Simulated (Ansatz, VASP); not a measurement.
**Si29C67: VASP beside Ansatz**

Wanted: the spread between two codes on one cell, functional and k mesh. The structure shown is frame 27 of Ansatz's trajectory.

Main program and level: Ansatz 0.2.0; plane waves, with VASP 6.6.1 beside it; single point at RPBE.

## Step 1: The starting structure

The cell holds 96 atoms: 29 Si and 67 C. Cell: a = 9.833 Å, b = 9.833 Å, c = 9.833 Å, α = 90.0°, β = 90.0°, γ = 90.0°. As first built, before any earlier steps moved the atoms (in the runner's words): 96 atoms (29 Si, 67 C) placed at random at 2.83 g/cm^3, melted at 4500 K for 10 ps at fixed volume with the Erhart-Albe potential (Erhart and Albe, Phys. Rev. B 71, 035211 (2005)). Quenched from 4500 K to 500 K at 50 K/ps and fixed volume, held 5 ps, then minimised at fixed cell.

## Step 2: Ansatz: dynamics, RPBE

Ansatz runs on its default PAW (the set named soft_2) files.

One frame of this run of dynamics is then solved in both programs, so the motion causes no difference.

input.yaml

```yaml
crystal:
  lattice:
    - [9.8331, 0.0, 0.0]
    - [0.0, 9.8331, 0.0]
    - [0.0, 0.0, 9.8331]
  atoms:
    - { symbol: Si, position: [0.95019, 0.75221, 0.75696] }
    - { symbol: Si, position: [0.5155, 0.24401, 0.5139] }
    - { symbol: Si, position: [0.27904, 0.49689, 0.18169] }
    - { symbol: Si, position: [0.25497, 0.08831, 0.62873] }
    - { symbol: Si, position: [0.16292, 0.85729, 0.702] }
    - { symbol: Si, position: [0.10188, 0.32634, 0.98943] }
    - { symbol: Si, position: [0.80674, 0.92169, 0.85815] }
    - { symbol: Si, position: [0.15327, 0.70875, 0.99025] }
    - { symbol: Si, position: [0.6883, 0.81632, 0.60009] }
    - { symbol: Si, position: [0.7117, 0.26077, 0.7401] }
    - { symbol: Si, position: [0.52993, 0.34558, 0.28232] }
    - { symbol: Si, position: [0.64814, 0.07021, 0.25441] }
    - { symbol: Si, position: [0.75491, 0.2853, 0.98038] }
    - { symbol: Si, position: [0.36008, 0.10922, 0.14678] }
    - { symbol: Si, position: [0.85857, 0.48296, 0.87803] }
    - { symbol: Si, position: [0.45689, 0.36363, 0.94844] }
    - { symbol: Si, position: [0.01092, 0.40331, 0.29971] }
    - { symbol: Si, position: [0.27454, 0.42713, 0.48332] }
    - { symbol: Si, position: [0.09482, 0.00342, 0.97414] }
    - { symbol: Si, position: [0.35052, 0.80445, 0.21764] }
    - { symbol: Si, position: [0.12042, 0.68278, 0.44482] }
    - { symbol: Si, position: [0.87274, 0.05262, 0.59252] }
    - { symbol: Si, position: [0.97018, 0.22206, 0.72879] }
    - { symbol: Si, position: [0.87204, 0.57981, 0.57774] }
    - { symbol: Si, position: [0.30755, 0.34685, 0.77136] }
    - { symbol: Si, position: [0.93083, 0.19006, 0.22491] }
    - { symbol: Si, position: [0.29511, 0.64604, 0.73229] }
    - { symbol: Si, position: [0.59078, 0.67462, 0.87519] }
    - { symbol: Si, position: [0.55443, 0.0476, 0.73863] }
    - { symbol: C, position: [0.09347, 0.85243, 0.5163] }
[... 60 atom lines left out ...]
    - { symbol: C, position: [0.34308, 0.90078, 0.91925] }
    - { symbol: C, position: [0.542, 0.9594, 0.02736] }
    - { symbol: C, position: [0.65714, 0.87303, 0.07055] }
    - { symbol: C, position: [0.7746, 0.41855, 0.49216] }
    - { symbol: C, position: [0.51898, 0.70058, 0.28353] }
    - { symbol: C, position: [0.51594, 0.48375, 0.62448] }
kpoints:
  mp_grid: { grid: [1, 1, 1] }
hamiltonian:
  xc: rpbe
scf:
  occupations: { method: gaussian, width: 0.025 }
output:
  forces: true
  stress: true
md:
  timestep: 1.0
  n_steps: 82
  ensemble: nvt_nose_hoover
  temperature: 300
  initial_velocities: maxwell_boltzmann
  seed: 8959
```

The run is started by

```sh
ansatz run input.yaml --threads 4 --pin off --max-ram 15872MiB --backend cpu --events-out ev --progress --plain --runs-dir out
```

Numbers of over 12 decimals in the logs are rounded to 6 here.

What it wrote:

```text
Warning: md: disabling space-group detection — thermal motion breaks the input geometry's symmetry, so no spatial operation reduces the k-mesh or symmetrises the density; time reversal is kept, so that k and −k are solved as one point where they differ and the mesh holds both, and exact exchange and, on two spinor components, a DFT+U term hold to it where the run has them: on two components no moment then forms, and  [...]
Warning: output.stress: scf.convergence.dr2_threshold = 9.6e-8 eV (the default of an md: trajectory) is looser than the 9.6e-9 eV advised for a printed stress (1e-10 eV for each atom of the cell: 96). What an SCF threshold leaves in a stress goes as its square root, and in the free energy as the threshold itself, and one threshold admits the most on a small cell: [figures from the program's tests cut] Set scf.converg [...]
Engine: ansatz 0.2.0, x86_64-unknown-linux-gnu
Pseudopotentials: kind: paw
Pseudopotential: Si, paw, valence charge 4, recommended cutoff 420 eV (normal), Si.paw.azcp
Pseudopotential: C, paw, valence charge 4, recommended cutoff 420 eV (normal), C.paw.azcp
Functional definition: RPBE
  parameter kappa = 0.804
  parameter beta = 0.066725
  exchange = rpbe_x(kappa = kappa, mu = beta*pi^2/3)
  correlation = pbe_c(beta = beta)
Crystal: 96 atoms, lattice volume = 950.761 Å³
Basis set: ecut = 420 eV, 18613 PW (Γ), exchange–correlation on 144×144×144 points (8 copies of the dense FFT grid, shifted against one another)
Bands: 288, of which v1, the nominal top of the filled ones, is band 192 counted from 1 (191 counted from 0)
Symmetry: 1 space group operations
k-points: 1
Non-local potential: Si, projectors of the file, l = 0: 2, l = 1: 2, l = 2: 2
Non-local potential: C, projectors of the file, l = 0: 2, l = 1: 2, l = 2: 1
PAW form: soft (Blöchl's): semilocal exchange-correlation on the pseudo side does not see the compensation charge
PAW frozen core: Si, regenerated for the run's functional, and the local potential with it (the file was generated under x = pbe(κ = 0.804, μ = 0.219515), c = pbe(β = 0.066725))
PAW frozen core: C, regenerated for the run's functional, and the local potential with it (the file was generated under x = pbe(κ = 0.804, μ = 0.219515), c = pbe(β = 0.066725))
PAW one-centre angular grid: Si, 110 points (default); XC on 64 Gauss nodes
PAW one-centre angular grid: C, 110 points (default); XC on 64 Gauss nodes
Initial density: superposition of atomic densities (neutral atoms: chi_scale 0, normalization atom), corrected by the library's trained network
Initial wavefunctions: pseudopotential atomic-orbital guess
Functional: x = rpbe, c = pbe(β = 0.066725)
SCF iter   1: F=—  HF=-35349.497968 eV  |F-HF|=—  |Δ(HF+E_count)|=         —  Δρ=1.24e-2  dr2=2.32e0  ethr=1.77e-3  ⟨swp⟩=6.0  Hψ=1323  notcnv=0  defer=28
preconditioner: auto → Resta (q_TF=auto, 2.346 Å⁻¹)  ε∞=5.1  [insulator: Δε(μ)=0.129 eV  Ē_g=11.683 eV  σ=0.025 eV  W_gap=1.00  n_scr=202 (ndim 8)  ℏωp=23.6 eV  f_vac=0.000  D(μ)=0.12/eV (n_scr^D=0)  ε∞_Penn≈5.1]
SCF iter   2: F=—  HF=-35349.231773 eV  |F-HF|=—  |Δ(HF+E_count)|=   2.66e-1  Δρ=5.89e-3  dr2=4.35e-1  ethr=6.05e-4  ⟨swp⟩=1.0  Hψ=332  notcnv=0  defer=55
SCF iter   3: F=—  HF=-35349.171883 eV  |F-HF|=—  |Δ(HF+E_count)|=   5.99e-2  Δρ=1.35e-3  dr2=1.90e-2  ethr=1.13e-4  ⟨swp⟩=3.0  Hψ=370  notcnv=0  defer=90
SCF iter   4: F=—  HF=-35349.172489 eV  |F-HF|=—  |Δ(HF+E_count)|=   6.06e-4  Δρ=4.28e-4  dr2=2.71e-3  ethr=4.93e-6  ⟨swp⟩=3.0  Hψ=419  notcnv=0  defer=90
SCF iter   5: F=—  HF=-35349.172795 eV  |F-HF|=—  |Δ(HF+E_count)|=   3.05e-4  Δρ=1.56e-4  dr2=4.71e-4  ethr=7.05e-7  ⟨swp⟩=3.0  Hψ=391  notcnv=0  defer=90
SCF iter   6: F=—  HF=-35349.172938 eV  |F-HF|=—  |Δ(HF+E_count)|=   1.44e-4  Δρ=4.45e-5  dr2=3.16e-5  ethr=1.23e-7  ⟨swp⟩=2.0  Hψ=234  notcnv=0  defer=90
SCF iter   7: F=—  HF=-35349.173951 eV  |F-HF|=—  |Δ(HF+E_count)|=   1.01e-3  Δρ=1.45e-5  dr2=3.57e-6  ethr=8.22e-9  ⟨swp⟩=2.0  Hψ=437  notcnv=0  defer=90
[...]
md step    76: t =    76.00 fs  T =   639.8 K  F+E_penalty+E_count = -35355.19494865 eV  E_kin = 7.856088 eV  conserved = -35345.50029900 eV  P_inst = 3.5171 GPa  (4 SCF iters)
md step    77: t =    77.00 fs  T =   645.1 K  F+E_penalty+E_count = -35355.29577930 eV  E_kin = 7.921399 eV  conserved = -35345.50088846 eV  P_inst = 3.4271 GPa  (4 SCF iters)
md step    78: t =    78.00 fs  T =   646.5 K  F+E_penalty+E_count = -35355.34916828 eV  E_kin = 7.939416 eV  conserved = -35345.50077316 eV  P_inst = 3.3464 GPa  (3 SCF iters)
md step    79: t =    79.00 fs  T =   644.4 K  F+E_penalty+E_count = -35355.35744971 eV  E_kin = 7.912549 eV  conserved = -35345.50004906 eV  P_inst = 3.2795 GPa  (3 SCF iters)
md step    80: t =    80.00 fs  T =   639.5 K  F+E_penalty+E_count = -35355.33274576 eV  E_kin = 7.852853 eV  conserved = -35345.49895082 eV  P_inst = 3.2280 GPa  (6 SCF iters)
md step    81: t =    81.00 fs  T =   633.4 K  F+E_penalty+E_count = -35355.29338931 eV  E_kin = 7.778538 eV  conserved = -35345.49771938 eV  P_inst = 3.1897 GPa  (4 SCF iters)
[...]
md step    82: t =    82.00 fs  T =   627.9 K  F+E_penalty+E_count = -35355.25993746 eV  E_kin = 7.709978 eV  conserved = -35345.49657571 eV  P_inst = 3.1603 GPa  (6 SCF iters)
SCF converged after 6 iterations
Free energy (F): -35355.259937 eV
Harris-Foulkes:  -35355.259937 eV  (|F-HF|=6.94e-8)
Internal energy: -35355.259937 eV  (E = F + TS)
E sigma→0 (E₀):  -35355.259937 eV
Fermi energy:    9.450642 eV
--- Per-component energies (eV) ---
  E_band       = 659.031321
  E_kinetic    = 7225.324343
  E_local      = -9722.598011  (includes V_loc(G=0)·N_el)
  E_nonlocal   = 2481.329256
  E_hartree    = 3249.987814
  E_xc         = -4842.031389
  E_vxc        = -5364.959963  (∫ρ·V_xc dr)
  E_paw        = -21661.944107  (= ΣΔE_a)
  E_vpaw       = -460.039550  (= ΣTr[D̂ρ^β])
  E_aug_tail   = 0.000632  (compensation charges beyond the density's cutoff)
  E_ewald      = -12083.640397
  E_core_change = -1.688078  (= ΣΔE_core)
  E_smearing   = -0.000000  (= −TS)
  E_closure    = -0.000000  (closes the sum)
  Σ components = -35355.259937   (vs F -35355.259937, Δ=0.00e0)
--- Forces (eV/Å), atoms counted from 1 ---
  atom   1  Si     0.09037798     0.36935051    -0.39025722
  atom   2  Si    -0.86458500    -0.12801037    -0.34982588
  atom   3  Si    -0.84921836    -1.66283634    -0.18554492
  atom   4  Si     1.13345891     0.37029661     0.06389464
  atom   5  Si    -0.10346730    -1.81785460     0.05420904
  atom   6  Si     0.96516394    -0.22709165    -0.22460657
  atom   7  Si     0.69618925    -0.04202410    -0.02653802
  atom   8  Si    -0.41042748     0.72292138     0.99109436
  atom   9  Si    -1.46245991     0.29463635    -0.95203842
  atom  10  Si     2.37688077     0.44060618     0.23632309
  atom  11  Si     0.83010464    -1.27174943    -1.06998197
  atom  12  Si    -0.83185081    -0.88317227     0.37652041
  atom  13  Si     0.69848021    -0.02100465     0.20876712
  atom  14  Si     0.87195565     0.69625819    -0.27089696
  atom  15  Si     0.02087256    -0.08205163     1.01732492
  atom  16  Si    -0.01710747     0.28218110     0.79557159
  atom  17  Si    -0.34651898    -0.11996730    -0.24332107
  atom  18  Si    -1.21109610    -0.33341340     0.20380673
  atom  19  Si     0.66243928    -0.36086234    -1.92158835
  atom  20  Si    -0.42559727     1.18821810    -0.36086399
  atom  21  Si     0.98595056     1.61034670     0.22753720
  atom  22  Si     0.06215652    -0.00789611     0.51266096
  atom  23  Si    -0.22260957     0.76476565    -0.21530943
  atom  24  Si    -0.36014045    -0.20413297    -0.22431774
[...]
atom  89  C      0.45651705     0.98210835    -0.32275745
  atom  90  C     -0.16407610    -0.15735047     2.34350699
  atom  91  C     -0.68740434     1.05630155     2.11126509
  atom  92  C      0.27404430    -0.35340695    -0.62144174
  atom  93  C      0.14916754    -0.80800880     1.64968418
  atom  94  C      0.09071593    -0.58679709     0.57187502
  atom  95  C      0.52828220     1.15052799    -0.11482346
  atom  96  C     -0.79473040     0.44997398     0.51479481
  max |Σ_I F_I| component: 6.41e-5 eV/Å
--- Stress (GPa, compression-positive) ---
        1.683672      -3.691328       0.714313
       -3.691329       0.550039       1.604166
        0.714314       1.604165       4.621462
  P = ⅓ Tr σ = 2.2851 GPa (22.851 kbar)
--- MD trajectory: 82 steps, t = 0.0 → 82.0 fs ---
  final state: T = 627.9 K   F+E_penalty+E_count = -35355.25993746 eV   E_kin = 7.709978 eV
  conserved energy: peak-to-peak 1.106e-2 eV (1.152e-4 eV/atom) over 82.0 fs
```

## Step 3: VASP: single point, RPBE

The same cell, functional, mesh and smearing now go to VASP, with its own data sets.

Lines of VASP's logs that name or quote its potential files are left out, and so is its time.

INCAR

```
SYSTEM = Si29C67
PREC = Accurate
ENCUT = 520
EDIFF = 1E-06
NELM = 120
ISMEAR = 0
SIGMA = 0.025
LREAL = Auto
ALGO = Normal
GGA = RP
NBANDS = 264
LORBIT = 11
LWAVE = .FALSE.
LCHARG = .FALSE.
ISIF = 2
LASPH = .TRUE.
GGA_COMPAT = .FALSE.
EFERMI = MIDGAP
NCORE = 2
```

POSCAR

```
Si29C67
1.0
    9.8331000000      0.0000000000      0.0000000000
    0.0000000000      9.8331000000      0.0000000000
    0.0000000000      0.0000000000      9.8331000000
Si C
29 67
Direct
    0.9567481262      0.7590993685      0.7620892699
    0.5181072093      0.2412769117      0.5070323703
    0.2727827440      0.4942896950      0.1766787686
    0.2507754421      0.0766289370      0.6235266600
    0.1722752743      0.8631865841      0.7199967457
    0.0911513155      0.3226856230      0.9861284844
    0.8141786415      0.9228422369      0.8591593699
    0.1610885682      0.7089829250      0.9896167028
    0.6938910415      0.8183177228      0.5985294566
    0.6952537857      0.2770336923      0.7344275966
    0.5416399711      0.3362622164      0.3020207259
    0.6559375985      0.0651676480      0.2487516653
    0.7616011227      0.2827185730      0.9633686223
    0.3579644263      0.1029685450      0.1455085375
    0.8632374328      0.4825639930      0.8871871536
    0.4550650354      0.3624594482      0.9369883353
    0.0102917696      0.4104199083      0.2960409230
    0.2694877506      0.4276270962      0.4822792405
    0.0762628266      0.0051662243      0.9767824999
    0.3482930103      0.8016800399      0.2120287600
    0.1085110494      0.6756668802      0.4537938188
    0.8774343798      0.0406077432      0.5933937415
    0.9770570827      0.2285138969      0.7275325177
    0.8682612808      0.5912580976      0.5749153370
    0.3071971199      0.3366486662      0.7698284366
    0.9235846274      0.1895638202      0.2244663433
    0.2866542596      0.6617546857      0.7293223907
    0.5974412952      0.6769380968      0.8878685257
    0.5502435651      0.0440146037      0.7553975857
    0.0703033631      0.8517761438      0.4865098494
[... 60 atom lines left out ...]
    0.3508456133      0.9010586692      0.9269101301
    0.5557047116      0.9585990176      0.0334889302
    0.6684260304      0.8690443502      0.0717779744
    0.7886119332      0.4169895557      0.4971880689
    0.5059645483      0.6923859210      0.2872746133
    0.5111816213      0.4746926198      0.6213299977
```

KPOINTS

```
Automatic mesh
0
Gamma
1 1 1
0 0 0
```

PAW data sets: Si and C (PBE family, release 64).

The run is started by

```sh
mpirun -np 8 vasp_gam
```

What it wrote:

```text
[banner, memory and clock lines left out]
running    8 mpi-ranks, on    1 nodes
[...]
|                                                                             |
|               ----> ADVICE to this user running VASP <----                  |
|                                                                             |
|     You enforced a specific xc type in the INCAR file but a different       |
|     [... a line on the potential file left out ...]
|     I HOPE YOU KNOW WHAT YOU ARE DOING!                                     |
|                                                                             |

 LDA part: xc-table for (Slater+PW92), standard interpolation
 POSCAR, INCAR and KPOINTS ok, starting setup
[...]
entering main loop
       N       E                     dE             d eps       ncg     rms          rms(c)
DAV:   1     0.244066642316E+04    0.24407E+04   -0.20763E+05   528   0.142E+03
DAV:   2    -0.444301948779E+03   -0.28850E+04   -0.27011E+04   664   0.296E+02
DAV:   3    -0.712388227610E+03   -0.26809E+03   -0.25949E+03   656   0.857E+01
DAV:   4    -0.720156061925E+03   -0.77678E+01   -0.76772E+01   624   0.158E+01
[...]
DAV:  19    -0.664616388893E+03   -0.33704E-05   -0.54632E-06   592   0.445E-03    0.372E-03
DAV:  20    -0.664616390482E+03   -0.15893E-05   -0.14506E-06   400   0.239E-03    0.179E-03
DAV:  21    -0.664616391069E+03   -0.58705E-06   -0.77745E-07   352   0.169E-03
   1 F= -.66461639E+03 E0= -.66461380E+03  d E =-.517647E-02
```

From OUTCAR (step 3):

```text
  Total       -8.2591572     23.5363852     25.9107369     -6.6152645     20.1117261     -0.9194189
  in kB      -13.9179396     39.6623990     43.6635437    -11.1477297     33.8913259     -1.5493611
  external PRESSURE =      23.1360010 kB  Pullay stress =       0.0000000 kB

 POSITION                                       TOTAL-FORCE (eV/Angst)
 -----------------------------------------------------------------------------------
      9.40780      7.46430      7.49370         0.625763      0.638787      0.447689
      5.09460      2.37250      4.98570         0.309340     -1.464553      1.338502
      2.68230      4.86040      1.73730        -0.127906      0.367379      0.862861
      2.46590      0.75350      6.13120        -0.003397     -0.758299     -1.601716
      1.69400      8.48780      7.07980        -1.150800      0.055029      0.014843
      0.89630      3.17300      9.69670        -0.138913     -0.201570      0.431415
      8.00590      9.07440      8.44820        -0.473000      0.067019     -0.544915
      1.58400      6.97150      9.73100        -1.266607     -0.333303     -0.023924
      6.82310      8.04660      5.88540        -0.663749      0.570711      0.001483
      6.83650      2.72410      7.22170        -1.330837      0.421917      0.472062
      5.32600      3.30650      2.96980        -0.469588      1.249318     -1.516570
      6.44990      0.64080      2.44600        -0.311880      0.760919      0.500252
      7.48890      2.78000      9.47290        -0.914471      0.188668     -0.278620
[...]
-----------------------------------------------------------------------------------
    total drift:                               -0.012320      0.024645      0.047927

  FREE ENERGIE OF THE ION-ELECTRON SYSTEM (eV)
  ---------------------------------------------------
  free  energy   TOTEN  =      -664.6163910689 eV

  energy  without entropy=     -664.6112145943  energy(sigma->0) =     -664.61380283

[... 3 further parts left out ...]
[key lines of the parts left out:]
E-fermi :   7.7874
```

The run ends at a pressure of 2.31 GPa, with forces up to 3.4 eV/Å.

## Step 4: Comparison

Known differences besides the potentials themselves: the cutoff is 420 eV in Ansatz and 520 eV in VASP (PREC = Accurate, projectors in real space); Ansatz makes its cores anew for this functional, VASP keeps those of its PBE data sets. Total energies have different zeros and are not compared.

Forces on 10 of the 96 atoms, those with the largest forces and the largest differences (eV/Å; atoms numbered as in POSCAR):

```csv
atom,"Ansatz x, y, z","VASP x, y, z"
C34,"1.077, -0.060, -0.595","1.115, -0.059, -0.660"
C35,"0.446, 1.446, -2.981","0.412, 1.445, -2.986"
C47,"-1.997, -1.155, -2.465","-1.993, -1.142, -2.457"
C52,"-0.274, -1.933, 1.197","-0.278, -1.915, 1.192"
C53,"0.088, -1.271, -2.189","0.082, -1.262, -2.202"
C67,"-2.314, -0.636, 1.412","-2.358, -0.636, 1.461"
C75,"0.153, 0.064, 1.131","0.144, 0.051, 1.061"
C77,"0.083, -0.959, 0.015","0.139, -0.951, -0.027"
C82,"-0.686, -1.710, -1.721","-0.718, -1.708, -1.685"
C86,"-1.692, 1.665, -0.670","-1.684, 1.664, -0.665"
```

The forces differ by 23 meV/Å r.m.s., which is 2.5 % of the r.m.s. force of 0.891 eV/Å (both taken over all components).

## Step 5: Summary of results

| Item | Value |
| --- | --- |
| r.m.s. force difference (single point, RPBE) | 2.5 % of the r.m.s. force |

In words: The r.m.s. force difference is 2.5 % of the r.m.s. force (single point, RPBE), within the 3 % picked in this series as the mark of a large difference. 2 further runs of this series are not shown here. Such differences can come from data sets, numerical settings and the points named under the comparisons, not from the functional's error against experiment.

[Lines on the potential files, build, host, timing and source positions are cut from VASP's logs without a mark.]

[Logs are printed without paths, hosts, clocks, repeated set-up lines and the standing remarks that a program may print on its own settings, such as how far it seeks lower states.]

[Hosts, paths, dates, database ids (printed as entryN), source tags and the programs' standing remarks are cut or masked in the printed files.]
